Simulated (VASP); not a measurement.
SnO:

```xyz
4
Lattice="3.8020 0.0000 0.0000 0.0000 3.8020 0.0000 0.0000 0.0000 4.8360" Properties=species:S:1:pos:R:3 pbc="T T T"
Sn    0.0000    1.9010    1.1534
Sn    1.9010    0.0000    3.6826
O     0.0000    0.0000    0.0000
O     1.9010    1.9010    0.0000
```

Base run:

```yaml
Program: VASP 6.6.1
Functional: PBE0
Potentials_or_basis: VASP PAW PBE potentials, release 64 (Sn_d, O)
Cutoff: 520 eV
k_mesh: 6 × 6 × 4
Occupations: gaussian, width 0.02 eV
Spin: no spin polarisation
```

Its results: band gap on the k mesh 1.02 eV, indirect (least direct gap 3.30 eV).

Question: The run is repeated on the same cell with these changes: functional from PBE0 to TB-mBJ; k mesh from 6 × 6 × 4 to 8 × 8 × 6. What comes out?

Answer: Band gap on the k mesh 0.20 eV, indirect (least direct gap 2.37 eV).

Several settings changed at once, so the effect can't be laid on one alone.

Caveats: spin-orbit coupling is left out, which moves the levels of the heavy elements.

Not every run made on this cell is shown here.
